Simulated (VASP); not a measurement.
VASP runs on SnO (litharge) share one base input (PBE GGA, plane waves, VASP's PBE PAW potentials (set 64)) and change the settings named in each case.

**POSCAR**
```
SnO
1
    3.8000000000     0.0000000000     0.0000000000
    0.0000000000     3.8000000000     0.0000000000
    0.0000000000     0.0000000000     4.8400000000
Sn O
2 2
Direct
  0.5000000000   0.0000000000   0.7620000000
  0.0000000000   0.5000000000   0.2380000000
  0.5000000000   0.5000000000   0.0000000000
  0.0000000000   0.0000000000   0.0000000000
```

**INCAR**
```
! general
SYSTEM  = SnO
PREC    = Accurate
ENCUT   = 520
LREAL   = .False.
LASPH   = .True.

! electronic loop
EDIFF   = 1E-6
NELM    = 100
ALGO    = Normal
LMAXMIX = 4

! smearing
ISMEAR  = 0
SIGMA   = 0.05

! functional
GGA     = PE

! ions
ISIF    = 2

! output
LWAVE   = .False.
LCHARG  = .False.
```

File KPOINTS:
```
kpoints
0
gamma
 6 6 5
```

POTCAR, in this order: Sn_d O (PBE.64 set). Program: vasp_std.

| change | electronic steps |
|---|---|
| base run | 15 |
| ALGO = Fast | 16 |
| ALGO = VeryFast | 22 |
| ALGO = All | 18 |
| ALGO = Damped | 24 |
| ALGO = Conjugate | 18 |
 Unless said otherwise, spin-orbit coupling is left out, though it shifts the bands of the heavy elements here.

Left out are runs that ran out of time, are held back, or changed the cell or the kind of run, fixed moments of cells without a moment, rows past the twelfth, gaps on odd meshes, pressures of charged cells and columns that move by less than the noise.

The compound is SnO in the litharge structure. The cell was not relaxed at this level, forces remain on its atoms.
